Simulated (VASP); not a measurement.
Consider the following.

```yaml
crystal:
  lattice:
    - [0.00000, 2.44563, 2.44563]
    - [2.44563, 0.00000, 2.44563]
    - [2.44563, 2.44563, 0.00000]
  atoms:
    - { symbol: Be, position: [0.00000, 0.00000, 0.00000] }
    - { symbol: S, position: [0.25000, 0.25000, 0.25000] }
```

Computed with PBE GGA with D3 dispersion (zero damping), VASP's PBE PAW potentials (set 64) (plane waves; VASP). Settings: 520 eV cut-off, 9×9×9 Γ-centred mesh, Gaussian smearing of 0.050 eV, potentials Be S.

### Question
Estimate the energy per atom (σ→0), pressure.

### Answer

| Quantity | Value |
|---|---|
| energy per atom (σ→0) | -5204 meV/atom |
| pressure | -2.70 GPa |

The compound is BeS in the zinc blende structure. This cell is one point of a volume scan, at 1.03 of the reference volume.
